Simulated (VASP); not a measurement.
An input for Ansatz (written as the equivalent of a VASP run, and not itself run):

Ansatz 0.2 input:
```yaml
crystal:
  lattice:
    - [0.0000000, 2.8738224, 2.8738224]
    - [2.8738224, 0.0000000, 2.8738224]
    - [2.8738224, 2.8738224, 0.0000000]
  atoms:
    - { symbol: Li, position: [0.2500000, 0.2500000, 0.2500000] }
    - { symbol: Li, position: [0.7500000, 0.7500000, 0.7500000] }
    - { symbol: S, position: [0.0000000, 1.0000000, 1.0000000] }
kpoints:
  mp_grid: { grid: [6, 6, 6] }
hamiltonian:
  xc: revpbe
  pseudopotentials: { kind: paw }
scf:
  occupations: { method: gaussian, width: 0.05 }
  max_iter: 100
relax:
  max_steps: 60
  f_tol: 0.02
  cell: {}
output: { forces: true, stress: true, eigenvalues: true }
```

Task: Translate this input to VASP (INCAR, KPOINTS, POSCAR, choice of POTCAR).

Result: Several could match; the one computed here: 
### INCAR
```
LREAL=.FALSE.
IBRION=2   ! conjugate gradients
ISIF=3
LWAVE=.FALSE.
NELM=100
NSW=60
SYSTEM=Li2S
PREC=Accurate
LASPH=.TRUE.   ! aspherical one-centre terms
ISMEAR=0   ! Gaussian
EDIFF=1E-6   ! SCF stop (eV)
EDIFFG=-0.02   ! ionic stop
ENCUT=520   ! plane-wave cut-off (eV)
SIGMA=0.05
GGA=RE   ! revPBE
LCHARG=.FALSE.
ALGO=Normal   ! blocked Davidson
```

### KPOINTS
```
Automatic mesh
0
Gamma
6 6 6
0 0 0
```

**POSCAR**
```
Li2S
1.0
  0.0000000000   2.8738224029   2.8738224029
  2.8738224029   0.0000000000   2.8738224029
  2.8738224029   2.8738224029   0.0000000000
Li S
2 1
Cart
  1.4369112015   1.4369112015   1.4369112015
  4.3107336044   4.3107336044   4.3107336044
  5.7476448058   2.8738224029   2.8738224029
```

POTCAR, in this order: Li_sv S (PBE.64 set). Program: vasp_std.

Limits of the translation: each code has its own PAW files, so the cut-off isn't converted (ENCUT is set for VASP's; basis.ecutwfc is left out, and Ansatz then takes the one that its files recommend); Ansatz stops its SCF on the density residual and VASP on the energy change (EDIFF).

The compound is Li2S in the antifluorite structure. This run relaxes it. Symmetry was kept, so distortions that lower it aren't found. The start is the result of an earlier pass.
